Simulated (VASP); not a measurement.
**What goes wrong when PtSe2 is relaxed with a bad input**

Aim: see how common mistakes in a VASP relaxation show up, on PtSe2. The starting structure is a measured crystal structure from the Crystallography Open Database.

Main program and level: VASP 6.6.1; Kohn-Sham DFT with plane waves and PAW; PBEsol.

The database entry behind the starting cell is an old determination (1929), so it need not match the best structure at ambient conditions.

## Step 1: The structure

It takes space group P-3m1 (No. 164, trigonal). The conventional cell has a = 3.731 Å, b = 3.731 Å, c = 5.072 Å, α = 90.00°, β = 90.00°, γ = 120.00°. Pt has 6 Se at 2.50 Å nearest. Nearest to Se lie 3 Pt at 2.50 Å. Farther neighbours and most contacts between anions are not listed.

Structure file:

```cif
data_structure
_symmetry_space_group_name_H-M 'P-3m1'
_symmetry_Int_Tables_number 164
_cell_length_a 3.7310
_cell_length_b 3.7310
_cell_length_c 5.0720
_cell_angle_alpha 90.000
_cell_angle_beta 90.000
_cell_angle_gamma 120.000
_cell_volume 61.14
loop_
_atom_site_label
_atom_site_type_symbol
_atom_site_symmetry_multiplicity
_atom_site_Wyckoff_symbol
_atom_site_fract_x
_atom_site_fract_y
_atom_site_fract_z
_atom_site_occupancy
Pt1 Pt 1 a 0.00000 0.00000 0.00000 1
Se1 Se 2 d 0.66667 0.33333 0.75000 1
```

## Step 2: Reference relaxation

This run starts from the cell of an earlier relaxation, which isn't shown; the restart sets up the plane waves anew.

Input file INCAR:

```
SYSTEM = PtSe2
PREC = Accurate
ENCUT = 450
EDIFF = 1E-06
NELM = 100
ISMEAR = 1
SIGMA = 0.1
LREAL = .FALSE.
ALGO = Normal
GGA = PS
NBANDS = 17
LORBIT = 11
LWAVE = .FALSE.
LCHARG = .FALSE.
KPAR = 2
IBRION = 2
NSW = 50
ISIF = 3
EDIFFG = -0.01
```

Input file POSCAR:

```
PtSe2
1.0
    3.7644470795      0.0000000000      0.0000000000
   -1.8822235398      3.2601068021      0.0000000000
    0.0000000000      0.0000000000      4.8263369583
Pt Se
1 2
Direct
    0.0000000000      0.0000000000      0.0000000000
    0.6666666667      0.3333333333      0.7375164194
    0.3333333333      0.6666666667      0.2624835806
```

Input file KPOINTS:

```
Automatic mesh
0
Gamma
8 8 6
0 0 0
```

PAW data sets: Pt and Se (PBE family, release 64).

Run with:

```bash
mpirun -np 2 vasp_std
```

Output:

```text
[banner, memory and clock lines left out]
running    2 mpi-ranks, on    1 nodes
 distrk:  each k-point on    1 cores,    2 groups
 distr:  one band on    1 cores,    1 groups

 POSCAR found type information on POSCAR PtSe
 POSCAR found :  2 types and       3 ions
|                                                                             |
|               ----> ADVICE to this user running VASP <----                  |
|                                                                             |
|     You enforced a specific xc type in the INCAR file but a different       |
|     [... a line on the potential file left out ...]
|     I HOPE YOU KNOW WHAT YOU ARE DOING!                                     |
|                                                                             |

 LDA part: xc-table for (Slater+PW92), standard interpolation
 POSCAR, INCAR and KPOINTS ok, starting setup
 FFT: planning ... GRIDC
 FFT: planning ... GRID_SOFT
 FFT: planning ... GRID
 WAVECAR not read
 entering main loop
       N       E                     dE             d eps       ncg     rms          rms(c)
DAV:   1     0.988159064203E+02    0.98816E+02   -0.93377E+03  1748   0.101E+03
DAV:   2    -0.125884563502E+02   -0.11140E+03   -0.10835E+03  2163   0.206E+02
DAV:   3    -0.167020937897E+02   -0.41136E+01   -0.40777E+01  2024   0.408E+01
DAV:   4    -0.167301711672E+02   -0.28077E-01   -0.28066E-01  2219   0.371E+00
DAV:   5    -0.167304510922E+02   -0.27992E-03   -0.27992E-03  2114   0.349E-01    0.127E+01
DAV:   6    -0.161521578441E+02    0.57829E+00   -0.48323E+00  1729   0.197E+01    0.773E+00
DAV:   7    -0.159273792985E+02    0.22478E+00   -0.91258E-01  1740   0.944E+00    0.381E+00
DAV:   8    -0.159042710954E+02    0.23108E-01   -0.62236E-02  1851   0.168E+00    0.820E-01
DAV:   9    -0.159012438032E+02    0.30273E-02   -0.74743E-03  1916   0.820E-01    0.214E-01
DAV:  10    -0.159012477964E+02   -0.39932E-05   -0.11658E-03  1939   0.212E-01    0.365E-02
DAV:  11    -0.159012456578E+02    0.21386E-05   -0.51996E-05  2218   0.595E-02    0.242E-02
DAV:  12    -0.159012450626E+02    0.59526E-06   -0.35059E-06  1870   0.135E-02
   1 F= -.15901245E+02 E0= -.15901250E+02  d E =-.159012E+02
 curvature:   0.00 expect dE= 0.000E+00 dE for cont linesearch  0.000E+00
 trial: gam= 0.00000 g(F)=  0.298E-05 g(S)=  0.903E-05 ort = 0.000E+00 (trialstep = 0.100E+01)
 search vector abs. value=  0.120E-04
 reached required accuracy - stopping structural energy minimisation
```

Run time: 9.2 s. Hardware: 2 MPI ranks of AMD EPYC 9R45, shared host; peak memory 0.33 GiB; 17 s of CPU time.

Lines that name or quote the potential files are left out of all logs, and their timing lines are given in words.

OUTCAR, selected parts (step 2):

```text
ion  position               nearest neighbor table
   1  0.000  0.000  0.000-   2 2.52   3 2.52   2 2.52   3 2.52   2 2.52   3 2.52
   2  0.667  0.333  0.738-   1 2.52   1 2.52   1 2.52
   3  0.333  0.667  0.262-   1 2.52   1 2.52   1 2.52

  LATTYP: Found a hexagonal cell.
 ALAT       =     3.7644470795
 C/A-ratio  =     1.2820838908

 Subroutine GETGRP returns: Found 12 space group operations
 (whereof 12 operations were pure point group operations)

The static configuration has the point symmetry D_3d.

 Found     50 irreducible k-points:

   k-points           NKPTS =     50   k-points in BZ     NKDIM =     50   number of bands    NBANDS=     17

   dimension x,y,z NGX =    28 NGY =   28 NGZ =   36
   dimension x,y,z NGXF=    56 NGYF=   56 NGZF=   72

   ENCUT  =  450.0 eV  33.07 Ry    5.75 a.u.   6.51  6.51  8.35*2*pi/ulx,y,z

   NELECT =      22.0000    total number of electrons

 k-points in reciprocal lattice and weights: Automatic mesh
   0.00000000  0.00000000  0.00000000       0.003
   0.12500000  0.00000000  0.00000000       0.016
   0.25000000  0.00000000  0.00000000       0.016
   0.37500000  0.00000000  0.00000000       0.016
   0.50000000  0.00000000  0.00000000       0.008
   0.12500000  0.12500000  0.00000000       0.016
   0.25000000  0.12500000  0.00000000       0.031
   0.37500000  0.12500000  0.00000000       0.031
   0.25000000  0.25000000  0.00000000       0.016
[...]
0.25000000  0.25000000  0.50000000       0.016
   0.37500000  0.25000000  0.50000000       0.016

 average (electrostatic) potential at core
       1 -68.1788       2 -52.4713       3 -52.4713

 E-fermi :   6.6327

 k-point     1 :       0.0000    0.0000    0.0000
  band No.  band energies     occupation
    ...
      6       2.7828      2.00000
      7       2.7828      2.00000
      8       4.1656      2.00000
      9       5.5992      2.00000
     10       5.5992      2.00000
     11       7.4061     -0.00000
     12       7.7641     -0.00000
     13       7.7641     -0.00000
     14       9.8478      0.00000
     15      10.6803      0.00000
    ...

 k-point     2 :       0.1250    0.0000    0.0000
  band No.  band energies     occupation
    ...
      7       2.6669      2.00000
      8       3.7804      2.00000
      9       5.0348      2.00000
     10       5.3437      2.00000
     11       6.4458      2.02381
     12       7.9620     -0.00000
     13       8.1668     -0.00000
     14      10.8498      0.00000
     15      11.6056      0.00000
     16      13.3338      0.00000
    ...

 k-point     3 :       0.2500    0.0000    0.0000
  band No.  band energies     occupation
    ...
      7       2.4802      2.00000
      8       3.2083      2.00000
      9       4.5112      2.00000
     10       4.6827      2.00000
     11       5.2770      2.00000
     12       8.1266     -0.00000
     13       8.4577     -0.00000
     14      11.4374      0.00000
     15      12.7462      0.00000
     16      14.1985      0.00000
    ...

  Total       -0.0064280     -0.0064280      0.0218827      0.0000000      0.0000000      0.0000000
  in kB       -0.1738747     -0.1738747      0.5919172      0.0000000      0.0000000      0.0000000
  external PRESSURE =       0.0813893 kB  Pullay stress =       0.0000000 kB

  energy-cutoff  :      450.00
  volume of cell :       59.23
      direct lattice vectors                 reciprocal lattice vectors
     3.764447080  0.000000000  0.000000000     0.265643262  0.153369209  0.000000000
    -1.882223540  3.260106802  0.000000000     0.000000000  0.306738417  0.000000000
     0.000000000  0.000000000  4.826336958     0.000000000  0.000000000  0.207196474

 POSITION                                       TOTAL-FORCE (eV/Angst)
 -----------------------------------------------------------------------------------
      0.00000      0.00000      0.00000        -0.000000      0.000000      0.000000
      1.88222      1.08670      3.55950        -0.000000     -0.000000     -0.005554
     -0.00000      2.17340      1.26683         0.000000      0.000000      0.005554
 -----------------------------------------------------------------------------------
    total drift:                                0.000000     -0.000000     -0.000000

  FREE ENERGIE OF THE ION-ELECTRON SYSTEM (eV)
  ---------------------------------------------------
  free  energy   TOTEN  =       -15.9012450626 eV

  energy  without entropy=      -15.9012611900  energy(sigma->0) =      -15.90125044

 reached required accuracy - stopping structural energy minimisation

 total charge
# of ion       s       p       d       tot
------------------------------------------
    1        0.674   0.685   8.035   9.394
    2        1.489   2.207   0.072   3.768
    3        1.489   2.207   0.072   3.768
--------------------------------------------------
tot          3.652   5.098   8.180  16.930

[... 3 further parts left out ...]
```

The run shows no gap at this level; if that holds and bands cross the Fermi level widely, this k-mesh is coarse for it. The PAW data sets were made with PBE, which is usual practice but a small mismatch for other functionals. The run keeps the 12 symmetry operations of its start, so it cannot find a distortion of lower symmetry.

The reference relaxation ends at 19.744 Å³ an atom.

## Step 3: Relaxation with a functional's name that the tag doesn't take

A slip made on purpose: a functional's name that the tag doesn't take. Against step 2 the input has GGA = PBESOL (also changed: NELM).

INCAR, as its differences from that of step 2:

```diff
@@ -4,3 +4,3 @@
 EDIFF = 1E-06
-NELM = 100
+NELM = 60
 ISMEAR = 1
@@ -9,3 +9,3 @@
 ALGO = Normal
-GGA = PS
+GGA = PBESOL
 NBANDS = 17
```

Input file POSCAR:

```
PtSe2
1.0
    3.7310000000      0.0000000000      0.0000000000
   -1.8655000000      3.2311407815      0.0000000000
    0.0000000000      0.0000000000      5.0720000000
Pt Se
1 2
Direct
    0.0000000000      0.0000000000      0.0000000000
    0.6666666667      0.3333333333      0.7500000000
    0.3333333333      0.6666666667      0.2500000000
```

KPOINTS is that of step 2.

Run with:

```bash
mpirun -np 2 vasp_std
```

Output:

```text
[banner, memory and clock lines left out]
running    2 mpi-ranks, on    1 nodes
[...]
|                                                                             |
|     EEEEEEE  RRRRRR   RRRRRR   OOOOOOO  RRRRRR      ###     ###     ###     |
|     E        R     R  R     R  O     O  R     R     ###     ###     ###     |
|     E        R     R  R     R  O     O  R     R     ###     ###     ###     |
|     EEEEE    RRRRRR   RRRRRR   O     O  RRRRRR       #       #       #      |
|     E        R   R    R   R    O     O  R   R                               |
|     E        R    R   R    R   O     O  R    R      ###     ###     ###     |
|     EEEEEEE  R     R  R     R  OOOOOOO  R     R     ###     ###     ###     |
|                                                                             |
|     Error: One of the selected functionals does not exist.                  |
|                                                                             |
|       ---->  I REFUSE TO CONTINUE WITH THIS SICK JOB ... BYE!!! <----       |
|                                                                             |

1
1
```

Wall time 1.6 s (2 MPI ranks).

VASP stopped with this message: “Error: One of the selected functionals does not exist”.

## Step 4: Relaxation with a smearing far too wide

A slip made on purpose: a smearing far too wide. Against step 2 the input has ISMEAR = 0 and SIGMA = 2 (also changed: NELM).

INCAR, as its differences from that of step 3:

```diff
@@ -5,7 +5,7 @@
 NELM = 60
-ISMEAR = 1
-SIGMA = 0.1
+ISMEAR = 0
+SIGMA = 2
 LREAL = .FALSE.
 ALGO = Normal
-GGA = PBESOL
+GGA = PS
 NBANDS = 17
```

POSCAR is that of step 3.

KPOINTS is that of step 3.

Run with:

```bash
mpirun -np 2 vasp_std
```

Output:

```text
[banner, memory and clock lines left out]
running    2 mpi-ranks, on    1 nodes
[...]
[... a notice as in an earlier step ...]

 LDA part: xc-table for (Slater+PW92), standard interpolation
 POSCAR, INCAR and KPOINTS ok, starting setup
[...]
entering main loop
       N       E                     dE             d eps       ncg     rms          rms(c)
DAV:   1     0.976848995188E+02    0.97685E+02   -0.93788E+03  1748   0.101E+03
DAV:   2    -0.137543226037E+02   -0.11144E+03   -0.10831E+03  2160   0.205E+02
DAV:   3    -0.178575773639E+02   -0.41033E+01   -0.40667E+01  2010   0.409E+01
DAV:   4    -0.178867857407E+02   -0.29208E-01   -0.29187E-01  2153   0.372E+00
[...]
DAV:  12    -0.171010580517E+02    0.12618E-05   -0.42779E-06  1927   0.157E-02    0.114E-02
DAV:  13    -0.171010570250E+02    0.10267E-05   -0.19780E-06  1059   0.121E-02    0.217E-03
DAV:  14    -0.171010570650E+02   -0.39945E-07   -0.37363E-07   916   0.385E-03
   1 F= -.17101057E+02 E0= -.15619229E+02  d E =-.171011E+02
[... from here on, the cycles between the ionic steps are left out ...]
   2 F= -.17072731E+02 E0= -.15258295E+02  d E =0.283257E-01
   3 F= -.17182831E+02 E0= -.15557740E+02  d E =-.817739E-01
   4 F= -.17182855E+02 E0= -.15560700E+02  d E =-.817983E-01
   5 F= -.17184779E+02 E0= -.15563469E+02  d E =-.192368E-02
   6 F= -.17187953E+02 E0= -.15568814E+02  d E =-.509770E-02
   7 F= -.17188130E+02 E0= -.15569509E+02  d E =-.527456E-02
   8 F= -.17188675E+02 E0= -.15567616E+02  d E =-.545427E-03
   9 F= -.17188984E+02 E0= -.15564361E+02  d E =-.853930E-03
  10 F= -.17189174E+02 E0= -.15566682E+02  d E =-.189931E-03
  11 F= -.17189574E+02 E0= -.15573381E+02  d E =-.590338E-03
  12 F= -.17189570E+02 E0= -.15586122E+02  d E =-.585756E-03
  13 F= -.17189710E+02 E0= -.15579625E+02  d E =-.726234E-03
[...]
reached required accuracy - stopping structural energy minimisation
```

Elapsed: 88 s, on 2 MPI ranks; peak memory 0.36 GiB; 2.9 min of CPU time.

From OUTCAR (step 4):

```text
  Total        0.0042209      0.0042209     -0.0037403      0.0000000     -0.0000000     -0.0000000
  in kB        0.1075166      0.1075166     -0.0952751      0.0000000     -0.0000000     -0.0000000
  external PRESSURE =       0.0399194 kB  Pullay stress =       0.0000000 kB

 POSITION                                       TOTAL-FORCE (eV/Angst)
 -----------------------------------------------------------------------------------
      0.00000      0.00000      0.00000         0.000000     -0.000000      0.000000
      1.89195      1.09232      3.74115         0.000000     -0.000000      0.006954
     -0.00000      2.18463      1.33141        -0.000000      0.000000     -0.006954
 -----------------------------------------------------------------------------------
    total drift:                               -0.000000      0.000000     -0.000000

  FREE ENERGIE OF THE ION-ELECTRON SYSTEM (eV)
  ---------------------------------------------------
  free  energy   TOTEN  =       -17.1897100849 eV

  energy  without entropy=      -13.9695398343  energy(sigma->0) =      -15.57962496

[... 2 parts as in an earlier step ...]

[... 2 further parts left out ...]
[key lines of the parts left out:]
E-fermi :   5.7319
```

Logs of long relaxations may skip ionic steps without a mark.

With a smearing far too wide the cell ends at 20.966 Å³ an atom, +6.19 % from the reference, a by +0.5 % and c by +5.1 %.

## Step 5: Relaxation with too few ionic steps

A slip made on purpose: too few ionic steps. Against step 2 the input has NSW = 2 (also changed: NELM).

INCAR, as its differences from that of step 4:

```diff
@@ -5,4 +5,4 @@
 NELM = 60
-ISMEAR = 0
-SIGMA = 2
+ISMEAR = 1
+SIGMA = 0.1
 LREAL = .FALSE.
@@ -16,3 +16,3 @@
 IBRION = 2
-NSW = 50
+NSW = 2
 ISIF = 3
```

POSCAR is that of step 4.

KPOINTS is that of step 4.

Run with:

```bash
mpirun -np 2 vasp_std
```

Output:

```text
[... set-up lines as in an earlier step ...]
 entering main loop
       N       E                     dE             d eps       ncg     rms          rms(c)
DAV:   1     0.987824067391E+02    0.98782E+02   -0.93788E+03  1748   0.101E+03
DAV:   2    -0.126593477486E+02   -0.11144E+03   -0.10834E+03  2160   0.206E+02
DAV:   3    -0.167359959979E+02   -0.40766E+01   -0.40575E+01  2010   0.409E+01
DAV:   4    -0.167637988773E+02   -0.27803E-01   -0.27795E-01  2153   0.367E+00
[...]
DAV:  10    -0.158797926549E+02   -0.53403E-04   -0.99173E-04  1983   0.207E-01    0.376E-02
DAV:  11    -0.158797883868E+02    0.42681E-05   -0.53922E-05  2155   0.656E-02    0.231E-02
DAV:  12    -0.158797883773E+02    0.94558E-08   -0.50455E-06  1837   0.160E-02
   1 F= -.15879788E+02 E0= -.15879528E+02  d E =-.158798E+02
[...]
N       E                     dE             d eps       ncg     rms          rms(c)
DAV:   1    -0.159706382089E+02   -0.90850E-01   -0.24205E+00  1749   0.121E+01    0.200E+00
DAV:   2    -0.158981567980E+02    0.72481E-01   -0.41731E-01  1808   0.639E+00    0.139E+00
DAV:   3    -0.158785802614E+02    0.19577E-01   -0.43284E-02  1768   0.206E+00    0.639E-01
DAV:   4    -0.158742761633E+02    0.43041E-02   -0.19498E-02  1798   0.812E-01    0.198E-01
DAV:   5    -0.158743054371E+02   -0.29274E-04   -0.52726E-04  1793   0.165E-01    0.114E-01
DAV:   6    -0.158743087963E+02   -0.33592E-05   -0.10556E-04  2179   0.782E-02    0.106E-02
DAV:   7    -0.158743092206E+02   -0.42435E-06   -0.31239E-06  1936   0.127E-02
   2 F= -.15874309E+02 E0= -.15874158E+02  d E =0.547916E-02
 trial-energy change:    0.005479  1 .order    0.004804   -0.025080    0.034688
 step:   0.4033(harm=  0.4196)  dis= 0.00543  next Energy=   -15.884802 (dE=-0.501E-02)
```

Elapsed: 18 s, on 2 MPI ranks; peak memory 0.34 GiB.

(Continued in part 2 of 2.)

[Lines on the potential files, build, host, timing and source positions are cut from VASP's logs without a mark.]

[Logs are printed without paths, hosts, clocks, repeated set-up lines and the standing remarks that a program may print on its own settings, such as how far it seeks lower states.]

[Hosts, paths, dates, database ids (printed as entryN), source tags and the programs' standing remarks are cut or masked in the printed files.]
